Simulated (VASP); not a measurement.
Input:

```
AuZn
1.0
    3.15452     0.00000     0.00000
    0.00000     3.09991     0.00000
    0.00000     0.00000     3.15465
Zn Au
1 1
Direct
  0.50000   0.50000   0.50000
  0.02005   0.00000   0.00000
```

All values below come from PBE GGA, VASP's PBE PAW potentials (set 64) (plane waves; VASP). Settings: 800 eV cut-off, 10×11×10 Γ-centred mesh, first-order Methfessel-Paxton smearing of 0.10 eV, potentials Zn Au.

Question: Give the force on each atom (eV/Å).

Answer: 
```csv
atom,Fx,Fy,Fz
Zn1,0.262,0.000,0.000
Au2,-0.262,0.000,0.000
```

Question: Give the stress tensor in GPa (positive for a compressed cell).

Answer: 
```
6.70  0.00  0.00
0.00  6.13  0.00
0.00  0.00  6.93
```
The pressure is its mean diagonal, 6.58 GPa.

The compound is AuZn in the CsCl type structure. The cell was not relaxed at this level, atoms are displaced from their ideal sites. The run is one of a series of settings (ENCUT = 800 against the base run), some of them coarse on purpose. The electron count is odd and the run is not spin-polarised, which forces a metal.
